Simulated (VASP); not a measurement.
InSb2As3:

```
CELL_PARAMETERS angstrom
5.00849 0.00000 0.00000
-2.50425 4.33748 0.00000
0.00000 0.00000 8.07099
ATOMIC_POSITIONS crystal
In 0.00000 0.00000 0.00000
Sb 0.33333 0.66667 0.25864
Sb 0.66667 0.33333 0.74136
As 0.00000 0.00000 0.50000
As 0.66667 0.33333 0.35706
As 0.33333 0.66667 0.64294
```

The cell was built by a generator and needn't be a form met in nature.

- Program: VASP 6.6.1
- Task: relaxation of cell and atoms
- Functional: PBE
- Potentials or basis: VASP PAW PBE potentials, release 64 (In_d, Sb, As)
- Cutoff: 520 eV
- k mesh: 3 × 3 × 2
- Occupations: gaussian, width 0.15 eV
- Spin: no spin polarisation

At the start: pressure -5.6 GPa; volume 29.22 Å³/atom.

**Question.** How do energy, volume and symmetry change on relaxing?

**Answer.** Over 18 steps the energy falls by 204.5 meV/atom and the volume is 23.17 Å³/atom (-20.7 %); space group P-3m1 (No. 164, to 0.05 Å).

Step by step:
```csv
step,energy change (eV),largest force (eV/Å),pressure (GPa),volume (Å³)
1,0.0000,0.6677,-5.65,175.34
2,-0.4462,0.6931,0.97,150.46
3,-0.4584,0.5891,0.34,152.96
4,-0.4590,0.5587,0.14,153.70
5,-0.5072,0.5883,0.10,152.92
6,-0.6438,0.6747,0.03,150.58
7,-0.9016,0.3883,-0.06,145.88
8,-1.0268,0.8763,3.23,136.41
9,-1.1045,0.1409,0.83,140.99
10,-1.1146,0.3149,1.15,139.89
11,-1.1585,0.4443,0.86,140.44
12,-1.1684,0.5618,0.44,140.85
13,-1.1685,0.5419,0.50,140.81
14,-1.1834,0.4235,0.12,141.45
15,-1.2007,0.1487,-1.02,143.22
16,-1.2151,0.1141,-0.67,142.02
17,-1.2231,0.0849,-0.33,141.01
18,-1.2272,0.0289,0.35,139.00
```

Final structure:
```cif
data_structure
_symmetry_space_group_name_H-M 'P 1'
_symmetry_Int_Tables_number 1
_cell_length_a 4.8877
_cell_length_b 4.8877
_cell_length_c 6.7188
_cell_angle_alpha 90.000
_cell_angle_beta 90.000
_cell_angle_gamma 120.000
_cell_volume 139.00
loop_
_atom_site_label
_atom_site_type_symbol
_atom_site_fract_x
_atom_site_fract_y
_atom_site_fract_z
_atom_site_occupancy
In1 In 0.00000 0.00000 0.00000 1
Sb1 Sb 0.33333 0.66667 0.19306 1
Sb2 Sb 0.66667 0.33333 0.80694 1
As1 As 0.00000 0.00000 0.50000 1
As2 As 0.66667 0.33333 0.39725 1
As3 As 0.33333 0.66667 0.60275 1
```

Caveat: the k mesh is coarse (spacing up to 0.48 Å⁻¹), so the values aren't converged; the volume moved by over 15 % at a fixed basis, so the end points are rough.
